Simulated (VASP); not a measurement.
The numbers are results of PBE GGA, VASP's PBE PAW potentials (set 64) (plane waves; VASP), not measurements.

VASP input:

**POSCAR**
```
Mo16F
1
    6.3028336772     0.0000000000    -0.0000000000
    3.1514168386     4.4567767125    -0.0000000000
    0.0000000000    -0.0000000000    20.6914616290
Mo F
16 1
Direct
  0.7488265112   0.5023469776   0.3431773234
  0.2511734888   0.4976530224   0.3431773234
  0.7514730447   0.0000000000   0.3425109926
  0.2485269553   0.0000000000   0.3425109926
  1.0000000000   0.0000000000   0.4452074285
  0.5000000000   0.0000000000   0.4466968944
  1.0000000000   0.5000000000   0.4449630102
  0.5000000000   0.5000000000   0.4449630102
  0.7570569816   0.4858860368   0.5550772177
  0.2429430184   0.5141139632   0.5550772177
  0.7486934847   0.0000000000   0.5526932136
  0.2513065153   0.0000000000   0.5526932136
  1.0000000000   0.0000000000   0.6697672072
  0.5000000000   0.0000000000   0.6536938281
  1.0000000000   0.5000000000   0.6543322286
  0.5000000000   0.5000000000   0.6543322286
  1.0000000000   0.0000000000   0.7626906695
```

File KPOINTS:
```
Automatic mesh
0
Gamma
5 6 1
0 0 0
```

**INCAR**
```
SYSTEM = Mo16F
PREC = Normal
ENCUT = 400
EDIFF = 1E-5
NELM = 100
ALGO = Normal
LREAL = .FALSE.
LASPH = .TRUE.
ISMEAR = 1
SIGMA = 0.1
GGA = PE
LMAXMIX = 4
LWAVE = .TRUE.
LCHARG = .FALSE.
NELMIN = 4
LDIPOL = .TRUE.
IDIPOL = 3
DIPOL = 0.5 0.5 0.5
IBRION = 2
ISIF = 2
NSW = 120
EDIFFG = -0.03
```

POTCAR, in this order: Mo F (PBE.64 set). Program: vasp_std.

Problem. Estimate the energy per atom (σ→0), band gap (on the k-mesh).

Solution. 
| Property | Value |
|---|---|
| energy per atom (σ→0) | -10.046 eV/atom |
| band gap (on the k-mesh) | none (metal, semimetal or under 0.01 eV) |

**OSZICAR**
```
...
DAV:   1    -0.170781257032E+03    0.90282E-04   -0.19081E-01  1952   0.164E+00    0.821E-02
DAV:   2    -0.170781863810E+03   -0.60678E-03   -0.49601E-03  2760   0.243E-01    0.931E-02
DAV:   3    -0.170781682955E+03    0.18086E-03   -0.42559E-03  3264   0.237E-01    0.721E-02
DAV:   4    -0.170781506923E+03    0.17603E-03   -0.75108E-04  3248   0.105E-01    0.325E-02
DAV:   5    -0.170781520842E+03   -0.13920E-04   -0.25565E-04  3048   0.441E-02    0.323E-02
DAV:   6    -0.170781505650E+03    0.15193E-04   -0.12516E-04  2864   0.320E-02    0.775E-03
DAV:   7    -0.170781505578E+03    0.71034E-07   -0.73070E-06  1288   0.118E-02
   7 F= -.17078151E+03 E0= -.17078217E+03  d E =-.455991E-03
```

The cell is a thin slab with vacuum, built from Mo (bcc): (110) face, F adsorbed.
